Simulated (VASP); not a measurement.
Output of a VASP run:

### OSZICAR
```
       N       E                     dE             d eps       ncg     rms          rms(c)
DAV:   1     0.292296166237E+02    0.29230E+02   -0.96561E+03   504   0.975E+02
DAV:   2    -0.109558624675E+03   -0.13879E+03   -0.13103E+03   723   0.153E+02
DAV:   3    -0.120935673439E+03   -0.11377E+02   -0.11335E+02   619   0.489E+01
DAV:   4    -0.121157969518E+03   -0.22230E+00   -0.22214E+00   643   0.850E+00
DAV:   5    -0.121162896437E+03   -0.49269E-02   -0.49267E-02   626   0.132E+00    0.661E+00
DAV:   6    -0.119442384325E+03    0.17205E+01   -0.29461E+00   559   0.741E+00    0.582E+00
DAV:   7    -0.117267386943E+03    0.21750E+01   -0.40527E-01   539   0.449E+00    0.319E+00
DAV:   8    -0.117512140663E+03   -0.24475E+00   -0.61795E-01   529   0.632E+00    0.866E-01
DAV:   9    -0.115948088719E+03    0.15641E+01   -0.31356E-01   509   0.454E+00    0.447E-01
DAV:  10    -0.116219653354E+03   -0.27156E+00   -0.24134E-01   534   0.386E+00    0.394E-01
DAV:  11    -0.116027115174E+03    0.19254E+00   -0.12698E-01   504   0.283E+00    0.394E-01
DAV:  12    -0.116036376355E+03   -0.92612E-02   -0.16498E-02   564   0.125E+00    0.271E-01
DAV:  13    -0.116307729464E+03   -0.27135E+00   -0.18268E-01   504   0.322E+00    0.176E-01
DAV:  14    -0.116314319044E+03   -0.65896E-02   -0.47444E-03   599   0.533E-01    0.120E-01
DAV:  15    -0.116314252113E+03    0.66931E-04   -0.21989E-03   529   0.297E-01    0.623E-02
DAV:  16    -0.116313854211E+03    0.39790E-03   -0.13427E-03   514   0.313E-01    0.366E-02
DAV:  17    -0.116314038968E+03   -0.18476E-03   -0.22846E-03   504   0.470E-01    0.241E-02
DAV:  18    -0.116314971357E+03   -0.93239E-03   -0.43025E-04   504   0.200E-01    0.883E-03
DAV:  19    -0.116314977600E+03   -0.62432E-05   -0.46025E-06   627   0.140E-02    0.801E-03
DAV:  20    -0.116314972108E+03    0.54927E-05   -0.81821E-07   372   0.904E-03    0.733E-03
DAV:  21    -0.116314995488E+03   -0.23381E-04   -0.22066E-05   539   0.424E-02    0.807E-03
DAV:  22    -0.116314995627E+03   -0.13910E-06   -0.39283E-06   504   0.195E-02
   1 F= -.11631500E+03 E0= -.11631500E+03  d E =-.116315E+03
       N       E                     dE             d eps       ncg     rms          rms(c)
DAV:   1    -0.116318492984E+03   -0.34975E-02   -0.57965E-02   589   0.103E+00    0.341E-01
DAV:   2    -0.116316339244E+03    0.21537E-02   -0.39993E-03   524   0.283E-01    0.165E-01
DAV:   3    -0.116315618389E+03    0.72086E-03   -0.24277E-03   539   0.196E-01    0.878E-02
DAV:   4    -0.116315705847E+03   -0.87458E-04   -0.66785E-05   559   0.533E-02    0.729E-02
DAV:   5    -0.116315869863E+03   -0.16402E-03   -0.95871E-05   504   0.873E-02    0.275E-02
DAV:   6    -0.116315837693E+03    0.32170E-04   -0.91796E-05   504   0.795E-02    0.140E-02
DAV:   7    -0.116315877911E+03   -0.40218E-04   -0.11804E-05   544   0.317E-02    0.137E-02
DAV:   8    -0.116315881500E+03   -0.35886E-05   -0.22329E-06   500   0.119E-02    0.824E-03
DAV:   9    -0.116315897003E+03   -0.15502E-04   -0.13949E-05   514   0.323E-02    0.909E-03
DAV:  10    -0.116315896503E+03    0.49990E-06   -0.94817E-07   342   0.894E-03
   2 F= -.11631590E+03 E0= -.11631590E+03  d E =-.900875E-03
```

**OUTCAR**
```
------------------------ aborting loop because EDIFF is reached ----------------------------------------
  FORCE on cell =-STRESS in cart. coord.  units (eV):
  Direction    XX          YY          ZZ          XY          YZ          ZX
  --------------------------------------------------------------------------------------
  Total       -0.0510671     -0.0510671     -0.0973776      0.0000000      0.0000000      0.0000000
  in kB       -0.3226489     -0.3226489     -0.6152455      0.0000000      0.0000000      0.0000000
  external PRESSURE =      -0.4201811 kB  Pullay stress =       0.0000000 kB
  volume of cell :      253.58
      direct lattice vectors                 reciprocal lattice vectors
     4.485804186  0.000000000 -0.000000000     0.222925469  0.000000000  0.000000000
     0.000000000  4.485804186  0.000000000     0.000000000  0.222925469  0.000000000
    -0.000000000  0.000000000 12.602035285     0.000000000  0.000000000  0.079352262
 POSITION                                       TOTAL-FORCE (eV/Angst)
 -----------------------------------------------------------------------------------
      2.24290      4.48580      7.66018         0.000000      0.000000     -0.004989
     -0.00000      2.24290      4.94185        -0.000000      0.000000      0.004989
      2.24290      4.48580      1.64955        -0.000000      0.000000      0.016519
     -0.00000      2.24290     10.95249         0.000000      0.000000     -0.016519
      2.24290      2.24290      3.29758        -0.000000      0.000000      0.011808
      2.24290      2.24290      9.30446         0.000000     -0.000000     -0.011808
      4.48580      4.48580     -0.00000         0.000000     -0.000000      0.000000
      4.48580      4.48580      6.30102         0.000000      0.000000      0.000000
 -----------------------------------------------------------------------------------
    total drift:                                0.000000      0.000000     -0.000000
  FREE ENERGIE OF THE ION-ELECTRON SYSTEM (eV)
  ---------------------------------------------------
  free  energy   TOTEN  =      -116.3158965027 eV

  energy  without entropy=     -116.3158965027  energy(sigma->0) =     -116.31589650

 reached required accuracy - stopping structural energy minimisation
```
(Selected blocks of OUTCAR.)

POSCAR:
```
Mg4Te3Se
1
    4.4760123981     0.0000000000     0.0000000000
    0.0000000000     4.4760123981    -0.0000000000
    0.0000000000    -0.0000000000    12.5790983675
Mg Te Se
4 3 1
Direct
  0.5000000000   1.0000000000   0.6078914197
  1.0000000000   0.5000000000   0.3921085803
  0.5000000000   1.0000000000   0.1308043394
  1.0000000000   0.5000000000   0.8691956606
  0.5000000000   0.5000000000   0.2616368584
  0.5000000000   0.5000000000   0.7383631416
  1.0000000000   1.0000000000   0.0000000000
  1.0000000000   1.0000000000   0.5000000000
```

Task: Write an INCAR and KPOINTS that could have produced this output.

Result: One answer among several that fit: the input of the run itself, r2SCAN meta-GGA, plane waves, VASP's PBE PAW potentials (set 64).

**KPOINTS**
```
Automatic mesh
0
Gamma
5 5 2
0 0 0
```

**INCAR**
```
ALGO = Normal
EDIFF = 1E-6
EDIFFG = -0.02
ENCUT = 400
IBRION = 2
ISIF = 3
ISMEAR = 0
LASPH = .True.
LCHARG = .False.
LMAXMIX = 4
LMIXTAU = .True.
LREAL = .False.
LWAVE = .False.
METAGGA = R2SCAN
NELM = 100
NSW = 60
PREC = Accurate
SIGMA = 0.05
SYSTEM = Mg4Te3Se
```

POTCAR, in this order: Mg Te Se (PBE.64 set). Program: vasp_std.

The structure comes from a computed database's Mg4Te3Se entry (P-4m2); how it stands against other phases isn't given here. This run relaxes it. Symmetry was kept, so distortions that lower it aren't found. The start is the result of an earlier pass.
